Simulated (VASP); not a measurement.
# Hf (Hafnium) with r2SCAN + rVV10: from relaxation to properties, part 4 of 6

What structure and properties does r2SCAN + rVV10 give Hf (Hafnium), and how near are they to the measured ones? The start is a cell from a database of measured crystal structures.

VASP 6.6.1; r2SCAN with rVV10; plane waves and PAW (Hf_pv).

So far. Step 5 (Band structure (r2SCAN + rVV10)): There is no gap at this level. Step 6 (Density of states (r2SCAN + rVV10)): The finer mesh and the other smearing move the Fermi level by -0.01 eV from the 8×8×5 run, a small shift, which tests the Fermi level alone. Of the states within 0.3 eV of the Fermi level, the largest shares in the PAW spheres are Hf d 52 % and Hf p 18 %. The rest lies in smaller channels or between the spheres.

## 7. Zone-centre phonons (r2SCAN + rVV10)

Zone-centre modes test whether the atoms sit at a minimum within this cell. IBRION = 6 takes the force constants from differences of forces between displaced cells, so the forces must be tight.

INCAR

```
SYSTEM = Hf
PREC = Accurate
ENCUT = 400
EDIFF = 1E-08
NELM = 100
ISMEAR = 1
SIGMA = 0.2
LREAL = .FALSE.
ALGO = Normal
METAGGA = R2SCAN
LUSE_VDW = .TRUE.
IVDW_NL = 2
BPARAM = 11.95
CPARAM = 0.0093
LASPH = .TRUE.
NBANDS = 16
LORBIT = 11
LWAVE = .FALSE.
LCHARG = .FALSE.
KPAR = 2
IBRION = 6
NFREE = 2
POTIM = 0.015
ISIF = 2
NSW = 1
```

POSCAR

```
Hf
1.0
    3.1864262073      0.0000000000      0.0000000000
   -1.5932131036      2.7595260428      0.0000000000
    0.0000000000      0.0000000000      5.0220807124
Hf
2
Direct
    0.3333333333      0.6666666667      0.2500000000
    0.6666666667      0.3333333333      0.7500000000
```

KPOINTS

```
Automatic mesh
0
Gamma
14 14 8
0 0 0
```

The projector-augmented-wave data sets are Hf_pv (PBE family, release 64).

The run is started by

```
> mpirun -np 2 vasp_std
```

What it wrote:

```text
[... set-up lines as in an earlier step ...]
 entering main loop
       N       E                     dE             d eps       ncg     rms          rms(c)
Total rVV10 correction in eV:      0.3886374    22.5152500
Total rVV10 correction in eV:      0.3886374    22.5152500
DAV:   1    -0.307120130360E+02   -0.30712E+02   -0.10540E+04  3896   0.102E+03
DAV:   2    -0.941458777683E+02   -0.63434E+02   -0.62057E+02  5152   0.234E+02
DAV:   3    -0.956343973371E+02   -0.14885E+01   -0.14844E+01  5080   0.260E+01
DAV:   4    -0.956473581023E+02   -0.12961E-01   -0.12959E-01  4856   0.297E+00
DAV:   5    -0.956475470423E+02   -0.18894E-03   -0.18893E-03  5064   0.293E-01    0.719E+01
Total rVV10 correction in eV:      0.3675521    22.5152502
Total rVV10 correction in eV:      0.3675521    22.5152502
DAV:   6    -0.899957840976E+02    0.56518E+01   -0.10117E+00  4304   0.846E+00    0.416E+01
Total rVV10 correction in eV:      0.3477821    22.5152502
Total rVV10 correction in eV:      0.3477821    22.5152502
DAV:   7    -0.899517800902E+02    0.44004E-01   -0.73249E-01  4744   0.636E+00    0.399E+00
Total rVV10 correction in eV:      0.3488809    22.5152502
Total rVV10 correction in eV:      0.3488809    22.5152502
DAV:   8    -0.899533637660E+02   -0.15837E-02   -0.22755E-02  4776   0.104E+00    0.140E+00
Total rVV10 correction in eV:      0.3504760    22.5152502
Total rVV10 correction in eV:      0.3504760    22.5152502
DAV:   9    -0.899518942946E+02    0.14695E-02   -0.73781E-03  4568   0.579E-01    0.194E-01
Total rVV10 correction in eV:      0.3503601    22.5152502
Total rVV10 correction in eV:      0.3503601    22.5152502
DAV:  10    -0.899518705358E+02    0.23759E-04   -0.22843E-04  5128   0.129E-01    0.154E-01
Total rVV10 correction in eV:      0.3503456    22.5152502
Total rVV10 correction in eV:      0.3503456    22.5152502
DAV:  11    -0.899518674650E+02    0.30707E-05   -0.14986E-05  4904   0.312E-02    0.701E-03
Total rVV10 correction in eV:      0.3503591    22.5152502
Total rVV10 correction in eV:      0.3503591    22.5152502
DAV:  12    -0.899518680766E+02   -0.61161E-06   -0.34734E-07  4944   0.385E-03    0.268E-03
Total rVV10 correction in eV:      0.3503628    22.5152502
Total rVV10 correction in eV:      0.3503628    22.5152502
DAV:  13    -0.899518676585E+02    0.41813E-06   -0.38946E-08  4744   0.170E-03    0.651E-04
Total rVV10 correction in eV:      0.3503626    22.5152502
Total rVV10 correction in eV:      0.3503626    22.5152502
DAV:  14    -0.899518677964E+02   -0.13784E-06   -0.26059E-09  3080   0.505E-04    0.585E-04
Total rVV10 correction in eV:      0.3503628    22.5152502
Total rVV10 correction in eV:      0.3503628    22.5152502
DAV:  15    -0.899518677422E+02    0.54109E-07   -0.36743E-10  2792   0.145E-04    0.646E-05
Total rVV10 correction in eV:      0.3503627    22.5152502
Total rVV10 correction in eV:      0.3503627    22.5152502
DAV:  16    -0.899518677458E+02   -0.35395E-08   -0.48946E-11  2576   0.548E-05
Total rVV10 correction in eV:      0.3503627    22.5152502
Total rVV10 correction in eV:      0.3503627    22.5152502
Total rVV10 correction in eV:      0.3503627    22.5152502
Total rVV10 correction in eV:      0.3503627    22.5152502
   1 F= -.89951868E+02 E0= -.89952953E+02  d E =0.325525E-02
 Found     2 degrees of freedom:
 Finite differences POTIM= 0.01500 DOF=   2
 bond charge predicted
       N       E                     dE             d eps       ncg     rms          rms(c)
Total rVV10 correction in eV:      0.3503754    22.5152502
Total rVV10 correction in eV:      0.3503754    22.5152502
DAV:   1    -0.899453266189E+02    0.65411E-02   -0.75775E-01 16000   0.745E+00    0.243E-01
Total rVV10 correction in eV:      0.3503539    22.5152500
Total rVV10 correction in eV:      0.3503539    22.5152500
DAV:   2    -0.899514528781E+02   -0.61263E-02   -0.38595E-02 17488   0.146E+00    0.777E-02
Total rVV10 correction in eV:      0.3503579    22.5152500
Total rVV10 correction in eV:      0.3503579    22.5152500
DAV:   3    -0.899515335813E+02   -0.80703E-04   -0.29462E-04 22176   0.135E-01    0.708E-02
Total rVV10 correction in eV:      0.3503637    22.5152500
Total rVV10 correction in eV:      0.3503637    22.5152500
DAV:   4    -0.899515661057E+02   -0.32524E-04   -0.44026E-05 19064   0.576E-02    0.147E-02
Total rVV10 correction in eV:      0.3503650    22.5152500
Total rVV10 correction in eV:      0.3503650    22.5152500
DAV:   5    -0.899515703919E+02   -0.42862E-05   -0.98499E-06 21688   0.264E-02    0.946E-03
Total rVV10 correction in eV:      0.3503630    22.5152500
Total rVV10 correction in eV:      0.3503630    22.5152500
DAV:   6    -0.899515703066E+02    0.85314E-07   -0.25196E-07 18984   0.409E-03    0.188E-03
Total rVV10 correction in eV:      0.3503629    22.5152500
Total rVV10 correction in eV:      0.3503629    22.5152500
DAV:   7    -0.899515703022E+02    0.43474E-08   -0.20606E-08 18848   0.120E-03
Total rVV10 correction in eV:      0.3503632    22.5152500
Total rVV10 correction in eV:      0.3503632    22.5152500
Total rVV10 correction in eV:      0.3503631    22.5152500
Total rVV10 correction in eV:      0.3503631    22.5152500
   2 F= -.89951570E+02 E0= -.89952660E+02  d E =0.327011E-02
[...]
3 F= -.89951570E+02 E0= -.89952660E+02  d E =0.327007E-02
[...]
4 F= -.89951520E+02 E0= -.89952606E+02  d E =0.325697E-02
 Finite differences progress:
  Degree of freedom:   2/  2
  Displacement:        1/  2
  Total:               3/  4
 bond charge predicted
       N       E                     dE             d eps       ncg     rms          rms(c)
Total rVV10 correction in eV:      0.3504109    22.5152502
Total rVV10 correction in eV:      0.3504109    22.5152502
DAV:   1    -0.899273833420E+02    0.24137E-01   -0.26829E+00  5376   0.139E+01    0.944E-01
Total rVV10 correction in eV:      0.3503436    22.5152502
Total rVV10 correction in eV:      0.3503436    22.5152502
DAV:   2    -0.899511210816E+02   -0.23738E-01   -0.16002E-01  6000   0.298E+00    0.171E-01
Total rVV10 correction in eV:      0.3503567    22.5152502
Total rVV10 correction in eV:      0.3503567    22.5152502
DAV:   3    -0.899514204489E+02   -0.29937E-03   -0.18347E-03  7368   0.335E-01    0.124E-01
Total rVV10 correction in eV:      0.3503806    22.5152502
Total rVV10 correction in eV:      0.3503806    22.5152502
DAV:   4    -0.899515202419E+02   -0.99793E-04   -0.19070E-04  6264   0.118E-01    0.161E-02
Total rVV10 correction in eV:      0.3503761    22.5152502
Total rVV10 correction in eV:      0.3503761    22.5152502
DAV:   5    -0.899515197488E+02    0.49310E-06   -0.15290E-05  7136   0.252E-02    0.755E-03
Total rVV10 correction in eV:      0.3503731    22.5152502
Total rVV10 correction in eV:      0.3503731    22.5152502
DAV:   6    -0.899515199463E+02   -0.19759E-06   -0.12203E-06  6856   0.908E-03    0.642E-03
Total rVV10 correction in eV:      0.3503698    22.5152502
Total rVV10 correction in eV:      0.3503698    22.5152502
DAV:   7    -0.899515198177E+02    0.12861E-06   -0.27081E-07  6656   0.382E-03    0.914E-04
Total rVV10 correction in eV:      0.3503705    22.5152502
Total rVV10 correction in eV:      0.3503705    22.5152502
DAV:   8    -0.899515198769E+02   -0.59205E-07   -0.13586E-08  4744   0.931E-04    0.456E-04
Total rVV10 correction in eV:      0.3503706    22.5152502
Total rVV10 correction in eV:      0.3503706    22.5152502
DAV:   9    -0.899515198838E+02   -0.68699E-08   -0.24313E-09  3416   0.391E-04
Total rVV10 correction in eV:      0.3503704    22.5152502
Total rVV10 correction in eV:      0.3503704    22.5152502
Total rVV10 correction in eV:      0.3503705    22.5152502
Total rVV10 correction in eV:      0.3503705    22.5152502
   5 F= -.89951520E+02 E0= -.89952606E+02  d E =0.325695E-02
 Finite differences progress:
  Degree of freedom:   2/  2
  Displacement:        2/  2
  Total:               4/  4
```

Elapsed: 12 min, on 2 MPI ranks of Intel Xeon 6975P-C (Granite Rapids), shared host; peak memory 0.92 GiB; 21 min of CPU time.

Parts of OUTCAR (step 7):

```text
   k-points           NKPTS =    120   k-points in BZ     NKDIM =    120   number of bands    NBANDS=     16

   NELECT =      20.0000    total number of electrons

 E-fermi :   4.9169

 k-point     1 :       0.0000    0.0000    0.0000
  band No.  band energies     occupation
    ...
      4     -26.3656      2.00000
      5     -26.3633      2.00000
      6     -26.3633      2.00000
      7      -2.8981      2.00000
      8       1.0257      2.00000
      9       5.3883     -0.00428
     10       6.2406     -0.00000
     11       6.2406     -0.00000
     12       6.5978     -0.00000
     13       7.1399     -0.00000
    ...

  Total       -0.0357632     -0.0357632     -0.0647881     -0.0000000      0.0000000      0.0000000
  in kB       -1.2975529     -1.2975529     -2.3506281     -0.0000000      0.0000000      0.0000000
  external PRESSURE =      -1.6485780 kB  Pullay stress =       0.0000000 kB

 POSITION                                       TOTAL-FORCE (eV/Angst)
 -----------------------------------------------------------------------------------
     -0.00000      1.83968      1.24052        -0.000000      0.000000      0.046490
      1.59321      0.91984      3.76656         0.000000     -0.000000     -0.046490
 -----------------------------------------------------------------------------------
    total drift:                               -0.000000      0.000000     -0.000086

  FREE ENERGIE OF THE ION-ELECTRON SYSTEM (eV)
  ---------------------------------------------------
  free  energy   TOTEN  =       -89.9515198838 eV

  energy  without entropy=      -89.9547768378  energy(sigma->0) =      -89.95260554

 Eigenvectors and eigenvalues of the dynamical matrix
 ----------------------------------------------------

   1 f  =    2.912918 THz    18.302404 2PiTHz   97.164486 cm-1    12.046856 meV
             X         Y         Z           dx          dy          dz
     -0.000000  1.839684  1.255520    -0.000000    0.000000   -0.707107
      1.593213  0.919842  3.766561     0.000000    0.000000    0.707107

   2 f  =    2.680137 THz    16.839799 2PiTHz   89.399755 cm-1    11.084152 meV
             X         Y         Z           dx          dy          dz
     -0.000000  1.839684  1.255520     0.530333    0.467703   -0.000000
      1.593213  0.919842  3.766561    -0.530333   -0.467703    0.000000

   3 f  =    2.680137 THz    16.839799 2PiTHz   89.399755 cm-1    11.084152 meV
             X         Y         Z           dx          dy          dz
     -0.000000  1.839684  1.255520    -0.467703    0.530333    0.000000
      1.593213  0.919842  3.766561     0.467703   -0.530333    0.000000

   4 f  =    0.000000 THz     0.000000 2PiTHz    0.000000 cm-1     0.000000 meV
             X         Y         Z           dx          dy          dz
     -0.000000  1.839684  1.255520     0.154126   -0.690105    0.000000
      1.593213  0.919842  3.766561     0.154126   -0.690105    0.000000

   5 f  =    0.000000 THz     0.000000 2PiTHz    0.000000 cm-1     0.000000 meV
             X         Y         Z           dx          dy          dz
     -0.000000  1.839684  1.255520     0.000000   -0.000000    0.707107
      1.593213  0.919842  3.766561    -0.000000    0.000000    0.707107

   6 f/i=    0.000000 THz     0.000000 2PiTHz    0.000001 cm-1     0.000000 meV
             X         Y         Z           dx          dy          dz
     -0.000000  1.839684  1.255520    -0.690105   -0.154126   -0.000000
      1.593213  0.919842  3.766561    -0.690105   -0.154126    0.000000

 ELASTIC MODULI CONTR FROM IONIC RELAXATION (kBar)
 Direction    XX          YY          ZZ          XY          YZ          ZX
 --------------------------------------------------------------------------------
 XX        -159.7765    159.7765     -0.0000     -0.0000      0.0000     -0.0000
 YY         159.7765   -159.7765      0.0000     -0.0000      0.0000      0.0000
 ZZ          -0.0000      0.0000     -0.0000      0.0000      0.0000     -0.0000
 XY          -0.0000     -0.0000      0.0000   -159.7765      0.0000     -0.0000
 YZ           0.0000      0.0000      0.0000      0.0000      0.0000      0.0000
 ZX          -0.0000      0.0000     -0.0000     -0.0000      0.0000     -0.0000
 --------------------------------------------------------------------------------

[... 7 parts as in an earlier step ...]

[... 9 further parts left out ...]
```

CONTCAR:

```
Hf
   1.00000000000000
     3.1864262072999998    0.0000000000000000    0.0000000000000000
    -1.5932131035999999    2.7595260428000001    0.0000000000000000
     0.0000000000000000    0.0000000000000000    5.0220807124000002
  Hf
     2
Direct
     0.3333333332999970    0.6666666667000029    0.2470131901777358
     0.6666666667000030    0.3333333332999970    0.7500000000000000
```

The last energy, forces, stress and levels in OUTCAR belong to the last displaced cell, not to the cell of POSCAR.

This step gave:

- bands: 16
- irreducible k-points: 120
- pressure of the cell: -0.1736 GPa
- largest force of the cell: 0 eV/Å

Modes at Γ:

```csv
mode,frequency (cm⁻¹),symmetry
1,0.0,acoustic
2,0.0,acoustic
3,0.0,acoustic
4,89.4,E2g
5,89.4,E2g
6,97.2,Bg
```

Displacements in mode 4 (89.4 cm⁻¹), the largest set to 1:
```
Hf1 -0.88  1.00  0.00
Hf2  0.88 -1.00  0.00
```

Displacements in mode 6 (97.2 cm⁻¹), the largest set to 1:
```
Hf1  0.00  0.00 -1.00
Hf2  0.00  0.00  1.00
```

The three acoustic modes come out at zero, and all others are real. By the characters of their eigenvectors the optical modes sort into (cm⁻¹) Raman active: E2g 89; silent: Bg 97. B labels carry no number here, since it depends on the setting of the axes. With a centre of inversion no mode is active in both.

## 8. Volume scan with r2SCAN + rVV10

An equation of state needs energies on both sides of the minimum, all on one mesh and cutoff.

INCAR, as its differences from that of step 7:

```diff
@@ -3,3 +3,3 @@
 ENCUT = 400
-EDIFF = 1E-08
+EDIFF = 1E-06
 NELM = 100
@@ -20,6 +20,2 @@
 KPAR = 2
-IBRION = 6
-NFREE = 2
-POTIM = 0.015
 ISIF = 2
-NSW = 1
```

POSCAR

```
Hf
1.0
    3.1213788491      0.0000000000      0.0000000000
   -1.5606894245      2.7031933782      0.0000000000
    0.0000000000      0.0000000000      4.9195605027
Hf
2
Direct
    0.3333333333      0.6666666667      0.2500000000
    0.6666666667      0.3333333333      0.7500000000
```

KPOINTS

```
Automatic mesh
0
Gamma
8 8 5
0 0 0
```

The run is started by

```
> mpirun -np 2 vasp_std
```

What it wrote:

```text
[... set-up lines as in an earlier step ...]
 entering main loop
       N       E                     dE             d eps       ncg     rms          rms(c)
Total rVV10 correction in eV:      0.3724868    22.5152500
Total rVV10 correction in eV:      0.3724868    22.5152500
DAV:   1    -0.299826427372E+02   -0.29983E+02   -0.10622E+04   960   0.103E+03
DAV:   2    -0.939032691681E+02   -0.63921E+02   -0.62388E+02  1304   0.235E+02
DAV:   3    -0.954707460755E+02   -0.15675E+01   -0.15469E+01  1216   0.265E+01
DAV:   4    -0.954836246594E+02   -0.12879E-01   -0.12878E-01  1232   0.297E+00
DAV:   5    -0.954837911698E+02   -0.16651E-03   -0.16651E-03  1256   0.279E-01    0.759E+01
Total rVV10 correction in eV:      0.3526008    22.5152500
Total rVV10 correction in eV:      0.3526008    22.5152500
DAV:   6    -0.899342648237E+02    0.55495E+01   -0.94068E-01  1120   0.829E+00    0.439E+01
Total rVV10 correction in eV:      0.3339415    22.5152500
Total rVV10 correction in eV:      0.3339415    22.5152500
DAV:   7    -0.898945607313E+02    0.39704E-01   -0.64237E-01  1168   0.611E+00    0.404E+00
Total rVV10 correction in eV:      0.3349379    22.5152500
Total rVV10 correction in eV:      0.3349379    22.5152500
DAV:   8    -0.898961301558E+02   -0.15694E-02   -0.20819E-02  1168   0.100E+00    0.139E+00
Total rVV10 correction in eV:      0.3363844    22.5152500
Total rVV10 correction in eV:      0.3363844    22.5152500
DAV:   9    -0.898949312900E+02    0.11989E-02   -0.58470E-03  1168   0.528E-01    0.204E-01
Total rVV10 correction in eV:      0.3363238    22.5152500
Total rVV10 correction in eV:      0.3363238    22.5152500
DAV:  10    -0.898949082618E+02    0.23028E-04   -0.16710E-04  1248   0.112E-01    0.170E-01
Total rVV10 correction in eV:      0.3363012    22.5152500
Total rVV10 correction in eV:      0.3363012    22.5152500
DAV:  11    -0.898948954838E+02    0.12778E-04   -0.14034E-05  1208   0.321E-02    0.111E-02
Total rVV10 correction in eV:      0.3363116    22.5152500
Total rVV10 correction in eV:      0.3363116    22.5152500
DAV:  12    -0.898948962675E+02   -0.78369E-06   -0.32528E-07   672   0.466E-03
Total rVV10 correction in eV:      0.3363147    22.5152500
Total rVV10 correction in eV:      0.3363147    22.5152500
Total rVV10 correction in eV:      0.3363151    22.5152500
Total rVV10 correction in eV:      0.3363151    22.5152500
   1 F= -.89894896E+02 E0= -.89896489E+02  d E =0.477766E-02
```

Wall time 32 s (2 MPI ranks); peak memory 0.39 GiB.

OUTCAR, selected parts (step 8):

```text
   ENCUT  =  400.0 eV  29.40 Ry    5.42 a.u.   5.09  5.09  8.02*2*pi/ulx,y,z

   NELECT =      20.0000    total number of electrons

 E-fermi :   5.4214

 k-point     1 :       0.0000    0.0000    0.0000
  band No.  band energies     occupation
    ...
      4     -25.6911      2.00000
      5     -25.6899      2.00000
      6     -25.6899      2.00000
      7      -2.6601      2.00000
      8       1.2610      2.00000
      9       6.0846     -0.00003
     10       6.6887     -0.00000
     11       6.6887     -0.00000
     12       7.0785     -0.00000
     13       7.6687     -0.00000
    ...

  Total        2.0515039      2.0515039      2.1406092      0.0000000      0.0000000      0.0000000
  in kB       79.1831959     79.1831959     82.6224479      0.0000000      0.0000000      0.0000000
  external PRESSURE =      80.3296132 kB  Pullay stress =       0.0000000 kB

 POSITION                                       TOTAL-FORCE (eV/Angst)
 -----------------------------------------------------------------------------------
     -0.00000      1.80213      1.22989        -0.000000     -0.000000      0.000000
      1.56069      0.90106      3.68967         0.000000      0.000000      0.000000
 -----------------------------------------------------------------------------------
    total drift:                               -0.000000      0.000000     -0.000000

  FREE ENERGIE OF THE ION-ELECTRON SYSTEM (eV)
  ---------------------------------------------------
  free  energy   TOTEN  =       -89.8948962675 eV

  energy  without entropy=      -89.8996739258  energy(sigma->0) =      -89.89648882

[... 4 parts as in an earlier step ...]

[... 12 further parts left out ...]
```

The scan keeps the cell's shape and the fractional positions fixed.

Numbers from this step:

```yaml
irreducible_k_points: 30
free_energy_toten: -89.8949 eV
energy_at_zero_smearing: -89.8965 eV
fermi_energy: 5.421 eV
pressure: 8.033 GPa
```

The pressure here is 8.03 GPa.

(Part 4 of 6 ends here.)

[Lines on the potential files, build, host, timing and source positions are cut from VASP's logs without a mark.]

[Logs are printed without paths, hosts, clocks, repeated set-up lines and the standing remarks that a program may print on its own settings, such as how far it seeks lower states.]

[Hosts, paths, dates, database ids (printed as entryN), source tags and the programs' standing remarks are cut or masked in the printed files.]

[A measured line is paired with the nearest computed mode of its activity, which favours agreement.]
